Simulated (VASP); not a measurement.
OSZICAR of a VASP run on PbO (space group P4/nmm):

### OSZICAR
```
       N       E                     dE             d eps       ncg     rms          rms(c)
DAV:   1     0.418652832859E+03    0.41865E+03   -0.17527E+04   576   0.162E+03
DAV:   2     0.275570714264E+02   -0.39110E+03   -0.38447E+03   616   0.452E+02
DAV:   3    -0.247742171106E+02   -0.52331E+02   -0.51115E+02   776   0.180E+02
DAV:   4    -0.262782638541E+02   -0.15040E+01   -0.15033E+01   624   0.365E+01
DAV:   5    -0.263340971127E+02   -0.55833E-01   -0.55829E-01   824   0.640E+00    0.123E+01
DAV:   6    -0.217567373306E+02    0.45774E+01   -0.37307E+01   896   0.445E+01    0.563E+00
DAV:   7    -0.215727966670E+02    0.18394E+00   -0.35357E+00   720   0.137E+01    0.265E+00
DAV:   8    -0.215820031919E+02   -0.92065E-02   -0.10341E+00   840   0.724E+00    0.152E+00
DAV:   9    -0.215380560862E+02    0.43947E-01   -0.25514E-01   896   0.417E+00    0.304E-01
DAV:  10    -0.215411111191E+02   -0.30550E-02   -0.24057E-02   728   0.975E-01    0.107E-01
DAV:  11    -0.215410139429E+02    0.97176E-04   -0.50237E-03   992   0.564E-01    0.913E-02
DAV:  12    -0.215409388704E+02    0.75072E-04   -0.41893E-04   752   0.216E-01    0.593E-02
DAV:  13    -0.215409148940E+02    0.23976E-04   -0.49932E-04  1000   0.185E-01    0.193E-02
DAV:  14    -0.215409078777E+02    0.70164E-05   -0.11429E-04   840   0.106E-01    0.603E-03
DAV:  15    -0.215409070572E+02    0.82045E-06   -0.13489E-05   720   0.384E-02    0.205E-03
DAV:  16    -0.215409073320E+02   -0.27476E-06   -0.10049E-06   392   0.111E-02
   1 F= -.21540907E+02 E0= -.21540907E+02  d E =-.212721E-11
```

Problem. Which electronic solver shows in the log?

Solution. It is blocked Davidson (ALGO = Normal, or the opening steps of other solvers). The INCAR had ALGO = Normal.

Problem. Can the final energy be trusted as converged?

Solution. Self-consistency was reached. It stopped with EDIFF = 1E-6, NELM = 100 (PBE GGA, plane waves, VASP's PBE PAW potentials (set 64)).

The structure comes from a computed database's PbO entry; how it stands against other phases isn't given here. The cell was not relaxed at this level. The run is one of a series of settings (SIGMA = 0.025 against the base run), some of them coarse on purpose.
